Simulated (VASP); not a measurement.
OSZICAR of a VASP run on BN (wurtzite):

File OSZICAR:
```
       N       E                     dE             d eps       ncg     rms          rms(c)
DAV:   1     0.529084622349E+02    0.52908E+02   -0.87654E+03   864   0.130E+03
DAV:   2    -0.343234992626E+02   -0.87232E+02   -0.81828E+02  1228   0.274E+02
DAV:   3    -0.369590627485E+02   -0.26356E+01   -0.26256E+01  1148   0.492E+01
DAV:   4    -0.369742506446E+02   -0.15188E-01   -0.15181E-01  1032   0.382E+00
DAV:   5    -0.369744271484E+02   -0.17650E-03   -0.17640E-03  1144   0.396E-01    0.957E+00
DAV:   6    -0.351187845935E+02    0.18556E+01   -0.51813E+00  1068   0.188E+01    0.449E+00
DAV:   7    -0.349772799185E+02    0.14150E+00   -0.23616E-01  1040   0.474E+00    0.271E+00
DAV:   8    -0.349424089270E+02    0.34871E-01   -0.76876E-02   948   0.252E+00    0.228E-01
DAV:   9    -0.349414672413E+02    0.94169E-03   -0.23281E-03  1088   0.502E-01    0.122E-01
DAV:  10    -0.349416401925E+02   -0.17295E-03   -0.33247E-04  1048   0.181E-01    0.258E-02
DAV:  11    -0.349416401726E+02    0.19874E-07   -0.62452E-05  1112   0.679E-02    0.119E-02
DAV:  12    -0.349416410761E+02   -0.90355E-06   -0.68259E-06  1064   0.262E-02
   1 F= -.34941641E+02 E0= -.34941641E+02  d E =-.349416E+02
```

**Question.** Which electronic solver shows in the log?

**Answer.** It is blocked Davidson (ALGO = Normal, or the opening steps of other solvers). The INCAR had ALGO = Normal.

**Question.** Can the final energy be trusted as converged?

**Answer.** The run converged. It stopped with EDIFF = 1E-6, NELM = 100, NSW = 60 and EDIFFG = -0.02 after 1 ionic step (PW91 GGA, plane waves, VASP's PBE PAW potentials (set 64)).

The compound is BN in the wurtzite structure, a metastable high-pressure form. It was relaxed first. The start is the result of an earlier pass.
